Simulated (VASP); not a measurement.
All values below come from PBEsol GGA, VASP's PBE PAW potentials (set 64) (plane waves; VASP).

VASP input:

**KPOINTS**
```
kpoints
0
G
14 14 10
```

File POSCAR:
```
TiAl
1
    2.6742125682     0.0000000000     0.0000000000
    0.0000000000     2.6742125682     0.0000000000
    0.0000000000    -0.0000000000     3.8756521776
Ti Al
1 1
Direct
  0.0000000000   0.0000000000   0.0000000000
  0.5000000000   0.5000000000   0.5000000000
```

### INCAR
```
SYSTEM=TiAl
PREC=Accurate; ENCUT=500; LREAL=.False.
LASPH=.True.
EDIFF=1E-6; NELM=100; ALGO=Normal
LMAXMIX=4
ISMEAR=1; SIGMA=0.1
GGA=PS
IBRION=2; NSW=40; ISIF=3
EDIFFG=-0.02; PSTRESS=300
LWAVE=.False.; LCHARG=.False.
```

POTCAR, in this order: Ti_sv Al (PBE.64 set). Program: vasp_std.

Output

OUTCAR:
```
 ion  position               nearest neighbor table
   1  0.000  0.000  0.000-   2 2.71   2 2.71   2 2.71   2 2.71   2 2.71   2 2.71   2 2.71   2 2.71
  LATTYP: Found a simple tetragonal cell.
 ALAT       =     2.6742125682
 C/A-ratio  =     1.4492685524
 Subroutine PRICEL returns:
 Original cell was already a primitive cell.
 Subroutine GETGRP returns: Found 16 space group operations
The static configuration has the point symmetry D_4h.
The dynamic configuration has the point symmetry D_4h.
 Subroutine INISYM returns: Found 16 space group operations
 Subroutine IBZKPT returns following result:
 Found    216 irreducible k-points:

 Following reciprocal coordinates:
            Coordinates               Weight
  0.000000  0.000000  0.000000      1.000000
  0.071429  0.000000  0.000000      4.000000
  0.142857  0.000000  0.000000      4.000000
  0.214286  0.000000  0.000000      4.000000
  0.285714  0.000000  0.000000      4.000000
  0.357143  0.000000  0.000000      4.000000
  0.428571  0.000000  0.000000      4.000000
  0.500000  0.000000  0.000000      2.000000
  0.071429  0.071429  0.000000      4.000000
  0.142857  0.071429  0.000000      8.000000
  0.214286  0.071429  0.000000      8.000000
  0.285714  0.071429  0.000000      8.000000
  0.357143  0.071429  0.000000      8.000000
  0.428571  0.071429  0.000000      8.000000
  0.500000  0.071429  0.000000      4.000000
  0.142857  0.142857  0.000000      4.000000
  0.214286  0.142857  0.000000      8.000000
  0.285714  0.142857  0.000000      8.000000
  0.357143  0.142857  0.000000      8.000000
  0.428571  0.142857  0.000000      8.000000
  0.500000  0.142857  0.000000      4.000000
  0.214286  0.214286  0.000000      4.000000
  0.285714  0.214286  0.000000      8.000000
  0.357143  0.214286  0.000000      8.000000
...
```

File OSZICAR:
```
       N       E                     dE             d eps       ncg     rms          rms(c)
DAV:   1     0.904309395317E+02    0.90431E+02   -0.73961E+03  4755   0.139E+03
DAV:   2    -0.867878473781E+01   -0.99110E+02   -0.96116E+02  4797   0.339E+02
DAV:   3    -0.143168700094E+02   -0.56381E+01   -0.53468E+01  7434   0.780E+01
DAV:   4    -0.144998286289E+02   -0.18296E+00   -0.18217E+00  5739   0.122E+01
DAV:   5    -0.145077574607E+02   -0.79288E-02   -0.79228E-02  7015   0.230E+00    0.119E+01
DAV:   6    -0.131451428324E+02    0.13626E+01   -0.10357E+01  5729   0.381E+01    0.364E+00
DAV:   7    -0.130399920555E+02    0.10515E+00   -0.76452E-01  5354   0.996E+00    0.252E+00
DAV:   8    -0.130304875963E+02    0.95045E-02   -0.12288E-01  5319   0.399E+00    0.482E-01
DAV:   9    -0.130307275670E+02   -0.23997E-03   -0.20206E-02  6212   0.194E+00    0.273E-01
DAV:  10    -0.130310219031E+02   -0.29434E-03   -0.14054E-03  5733   0.444E-01    0.765E-02
DAV:  11    -0.130310178484E+02    0.40547E-05   -0.37766E-04  5999   0.241E-01    0.456E-02
DAV:  12    -0.130310191646E+02   -0.13161E-05   -0.33466E-05  5410   0.707E-02    0.108E-02
DAV:  13    -0.130310184623E+02    0.70229E-06   -0.77829E-07  3484   0.116E-02
   1 F= -.78412579E+01 E0= -.78416602E+01  d E =-.784126E+01
       N       E                     dE             d eps       ncg     rms          rms(c)
DAV:   1    -0.154516612661E+02   -0.24206E+01   -0.68680E+01  5190   0.129E+02    0.161E+01
DAV:   2    -0.124464358643E+02    0.30052E+01   -0.15133E+01  5255   0.575E+01    0.361E+00
DAV:   3    -0.122381494901E+02    0.20829E+00   -0.13588E+00  6142   0.108E+01    0.123E+00
DAV:   4    -0.122655427735E+02   -0.27393E-01   -0.40071E-01  5649   0.517E+00    0.936E-01
DAV:   5    -0.123012055065E+02   -0.35663E-01   -0.49290E-02  6131   0.215E+00    0.410E-01
DAV:   6    -0.123247302577E+02   -0.23525E-01   -0.45216E-02  7111   0.123E+00    0.193E-01
DAV:   7    -0.123276682929E+02   -0.29380E-02   -0.51994E-03  5477   0.653E-01    0.620E-02
DAV:   8    -0.123279432922E+02   -0.27500E-03   -0.13225E-03  6911   0.201E-01    0.500E-02
DAV:   9    -0.123280556288E+02   -0.11234E-03   -0.31571E-04  5363   0.171E-01    0.285E-02
DAV:  10    -0.123280568674E+02   -0.12386E-05   -0.46616E-05  5260   0.639E-02    0.340E-03
DAV:  11    -0.123280579412E+02   -0.10738E-05   -0.18465E-06  4444   0.120E-02    0.105E-03
DAV:  12    -0.123280580752E+02   -0.13403E-06   -0.48671E-07  2610   0.434E-03
   2 F= -.77610857E+01 E0= -.77610874E+01  d E =0.801722E-01
       N       E                     dE             d eps       ncg     rms          rms(c)
DAV:   1    -0.142870299297E+02   -0.19590E+01   -0.29500E+01  5357   0.911E+01    0.119E+01
DAV:   2    -0.129560785052E+02    0.13310E+01   -0.11966E+01  5600   0.452E+01    0.247E+00
DAV:   3    -0.127706306546E+02    0.18545E+00   -0.12128E+00  5803   0.115E+01    0.534E-01
DAV:   4    -0.127975558289E+02   -0.26925E-01   -0.13884E-01  5636   0.253E+00    0.608E-01
DAV:   5    -0.128247964101E+02   -0.27241E-01   -0.37407E-02  6517   0.137E+00    0.464E-01
DAV:   6    -0.128352589207E+02   -0.10463E-01   -0.30863E-02  6854   0.126E+00    0.112E-01
DAV:   7    -0.128356352769E+02   -0.37636E-03   -0.14977E-03  5498   0.386E-01    0.170E-02
DAV:   8    -0.128356664583E+02   -0.31181E-04   -0.13998E-04  6766   0.926E-02    0.158E-02
DAV:   9    -0.128356703674E+02   -0.39090E-05   -0.39012E-05  5957   0.609E-02    0.110E-02
DAV:  10    -0.128356718222E+02   -0.14548E-05   -0.73526E-06  4839   0.316E-02    0.451E-03
DAV:  11    -0.128356718467E+02   -0.24518E-07   -0.51202E-07  2528   0.822E-03
   3 F= -.78828837E+01 E0= -.78831997E+01  d E =-.416257E-01
       N       E                     dE             d eps       ncg     rms          rms(c)
DAV:   1    -0.128307259513E+02    0.49459E-02   -0.48488E-03  5224   0.113E+00    0.145E-01
DAV:   2    -0.128305091324E+02    0.21682E-03   -0.16139E-03  5339   0.539E-01    0.318E-02
DAV:   3    -0.128304830353E+02    0.26097E-04   -0.15705E-04  5583   0.131E-01    0.943E-03
DAV:   4    -0.128304862586E+02   -0.32232E-05   -0.29758E-05  5519   0.413E-02    0.787E-03
DAV:   5    -0.128304902702E+02   -0.40117E-05   -0.44500E-06  5421   0.157E-02    0.415E-03
DAV:   6    -0.128304922598E+02   -0.19895E-05   -0.41909E-06  5751   0.106E-02    0.252E-03
DAV:   7    -0.128304926123E+02   -0.35258E-06   -0.31342E-07  2423   0.562E-03
   4 F= -.78829076E+01 E0= -.78832207E+01  d E =-.416496E-01
```

File OUTCAR:
```
------------------------ aborting loop because EDIFF is reached ----------------------------------------
  FORCE on cell =-STRESS in cart. coord.  units (eV):
  Direction    XX          YY          ZZ          XY          YZ          ZX
  --------------------------------------------------------------------------------------
  Total        4.9442210      4.9442210      4.9425616      0.0000000     -0.0000000      0.0000000
  in kB      299.7960213    299.7960213    299.6954000      0.0000000     -0.0000000      0.0000000
  external PRESSURE =      -0.2375192 kB  Pullay stress =     300.0000000 kB
  volume of cell :       26.42
      direct lattice vectors                 reciprocal lattice vectors
     2.632085028  0.000000000  0.000000000     0.379926936  0.000000000  0.000000000
     0.000000000  2.632085028 -0.000000000     0.000000000  0.379926936  0.000000000
     0.000000000 -0.000000000  3.814018224     0.000000000  0.000000000  0.262190672
 POSITION                                       TOTAL-FORCE (eV/Angst)
 -----------------------------------------------------------------------------------
      0.00000      0.00000      0.00000         0.000000      0.000000      0.000000
      1.31604      1.31604      1.90701         0.000000     -0.000000      0.000000
 -----------------------------------------------------------------------------------
    total drift:                               -0.000000      0.000000     -0.000000
  FREE ENERGIE OF THE ION-ELECTRON SYSTEM (eV)
  ---------------------------------------------------
  free  energy   TOTEN  =       -12.8304926123 eV

  energy  without entropy=      -12.8314319755  energy(sigma->0) =      -12.83080573
  enthalpy is  TOTEN    =        -7.8829075918 eV   P V=        4.9475850205

 reached required accuracy - stopping structural energy minimisation
```
(Selected blocks of OUTCAR.)

File CONTCAR:
```
TiAl
   1.00000000000000
     2.6320850284796697    0.0000000000000000    0.0000000000000000
     0.0000000000000000    2.6320850284796697   -0.0000000000000000
     0.0000000000000000   -0.0000000000000000    3.8140182242892449
  Ti              Al
     1     1
Direct
     0.0000000000000000    0.0000000000000000    0.0000000000000000
     0.5000000000000000    0.5000000000000000    0.5000000000000000
```

### OUTCAR
```
 val. band max:       10.4948619615   @ k =   0.5000   0.1429   0.3000

 cond. band min:      10.5092722676   @ k =   0.3571   0.3571   0.0000


 Fermi energy:        10.5067259721

 k-point     1 :       0.0000    0.0000    0.0000
  band No.  band energies     occupation
      1     -45.4381      2.00000
      2     -21.9733      2.00000
      3     -21.3018      2.00000
      4     -21.3018      2.00000
      5       0.5410      2.00000
      6       8.1701      2.00000
      7       9.3405      2.00000
      8      10.4574      1.73314
      9      13.2515      0.00000
     10      13.2515      0.00000
     11      14.7442      0.00000

 k-point     2 :       0.0714    0.0000    0.0000
  band No.  band energies     occupation
      1     -45.4316      2.00000
      2     -21.9673      2.00000
      3     -21.3498      2.00000
      4     -21.2977      2.00000
      5       0.6592      2.00000
      6       8.2725      2.00000
      7       9.4017      2.00000
      8      10.3056      2.01543
      9      13.2752      0.00000
     10      13.4013      0.00000
     11      14.6072      0.00000

 k-point     3 :       0.1429    0.0000    0.0000
  band No.  band energies     occupation
      1     -45.4133      2.00000
      2     -21.9503      2.00000
      3     -21.4830      2.00000
      4     -21.2861      2.00000
      5       1.0088      2.00000
      6       8.5498      2.00000
      7       9.5486      2.00000
      8       9.9312      2.00000
      9      13.3423      0.00000
     10      13.7862      0.00000
     11      14.2511      0.00000

 k-point     4 :       0.2143    0.0000    0.0000
  band No.  band energies     occupation
      1     -45.3868      2.00000
      2     -21.9257      2.00000
      3     -21.6720      2.00000
      4     -21.2693      2.00000
      5       1.5766      2.00000
      6       8.9203      2.00000
      7       9.4703      2.00000
      8       9.6273      2.00000
      9      13.4413      0.00000
...
```

Energy and stress use the plane-wave basis of the starting cell.

The compound is TiAl in the L1_0 structure. This run relaxes it under an external pressure of 30 GPa. Symmetry was kept, so distortions that lower it aren't found. The electron count is odd and the run is not spin-polarised, which forces a metal.
